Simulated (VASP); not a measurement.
An input for Quantum ESPRESSO's pw.x (written as the equivalent of a VASP run, and not itself run):

```
&CONTROL
  calculation = 'vc-relax'
  pseudo_dir = './pseudo'
  outdir = './out'
  tprnfor = .true.
  tstress = .true.
  nstep = 60
  forc_conv_thr = 0.00078
/
&SYSTEM
  ibrav = 0
  nat = 5
  ntyp = 3
  ecutwfc = 84
  occupations = 'smearing'
  smearing = 'gaussian'
  degauss = 0.003675
  input_dft = 'vdw-df2'
/
&ELECTRONS
  conv_thr = 7.3e-08
  electron_maxstep = 100
/
&IONS
/
&CELL
/
ATOMIC_SPECIES
  K 39.098 K.upf
  Mg 24.305 Mg.upf
  F 18.998 F.upf
CELL_PARAMETERS angstrom
     3.9900000    0.0000000    0.0000000
     0.0000000    3.9900000    0.0000000
     0.0000000    0.0000000    3.9900000
ATOMIC_POSITIONS crystal
  K    0.0000000  0.0000000  0.0000000
  Mg   0.5000000  0.5000000  0.5000000
  F    0.5000000  0.0000000  0.5000000
  F    0.0000000  0.5000000  0.5000000
  F    0.5000000  0.5000000  0.0000000
K_POINTS automatic
  5 5 5 0 0 0
```

Q: Translate this input to VASP (INCAR, KPOINTS, POSCAR, choice of POTCAR).

A: This is not unique; one that fits is 
KPOINTS:
```
Automatic mesh
0
Gamma
5 5 5
0 0 0
```

### POSCAR
```
KMgF3
1
    3.9900000000     0.0000000000     0.0000000000
    0.0000000000     3.9900000000     0.0000000000
    0.0000000000     0.0000000000     3.9900000000
K Mg F
1 1 3
Direct
  0.0000000000   0.0000000000   0.0000000000
  0.5000000000   0.5000000000   0.5000000000
  0.5000000000   0.0000000000   0.5000000000
  0.0000000000   0.5000000000   0.5000000000
  0.5000000000   0.5000000000   0.0000000000
```

**INCAR**
```
AGGAC  =  0.0
ALGO  =  Normal
EDIFF  =  1E-6
EDIFFG  =  -0.02
ENCUT  =  520
GGA  =  ML
IBRION  =  2
ISIF  =  3
ISMEAR  =  0
LASPH  =  .TRUE.
LCHARG  =  .FALSE.
LREAL  =  .FALSE.
LUSE_VDW  =  .TRUE.
LWAVE  =  .FALSE.
NELM  =  100
NSW  =  60
PREC  =  Accurate
SIGMA  =  0.05
SYSTEM  =  KMgF3
ZAB_VDW  =  -1.8867
```

POTCAR, in this order: K_sv Mg F (PBE.64 set). Program: vasp_std.

Limits of the translation: the potentials are each code's own (VASP's PAW set, PseudoDojo norm-conserving files in pw.x), so ENCUT and ecutwfc are chosen apart and not converted; conv_thr bounds pw.x's estimated SCF error, while EDIFF bounds the energy change between steps; forc_conv_thr acts on force components and is met together with etot_conv_thr.

The compound is KMgF3 in the cubic perovskite structure. This run relaxes it. Symmetry was kept, so distortions that lower it aren't found. The start is the result of an earlier pass.
